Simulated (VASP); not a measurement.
Data:

```
TiO2
1.0
    4.58978     0.00000     0.00000
    0.00000     4.58978     0.00000
    0.00000     0.00000     2.95821
Ti O
2 4
Cartesian
  0.00000   4.58978   2.95821
  2.29489   2.29489   1.47911
  1.39647   1.39647   0.00000
  3.69137   0.89842   1.47911
  0.89842   3.69137   1.47911
  3.19331   3.19331   2.95821
```

These are r2SCAN+rVV10, VASP's PBE PAW potentials (set 64) (plane waves; VASP) values and carry that method's errors. Settings: 520 eV cut-off, 6×6×8 Γ-centred mesh, tetrahedra with Blöchl corrections, potentials Ti_sv O.

The cores are frozen, which limits the accuracy of field gradients.

Problem. Give the principal components of the electric field gradient (V/Å²) and the asymmetry η at each nucleus.

Solution. 
```
atom   Vxx  Vyy    Vzz     η
----  ----  ---  -----  ----
Ti1   11.4  9.2  -20.6  0.11
Ti2   11.4  9.2  -20.6  0.11
O3    23.4  1.5  -24.9  0.88
O4    23.4  1.5  -24.9  0.88
O5    23.4  1.5  -24.9  0.88
O6    23.4  1.5  -24.9  0.88
```

The compound is TiO2 in the rutile structure. It was relaxed first.
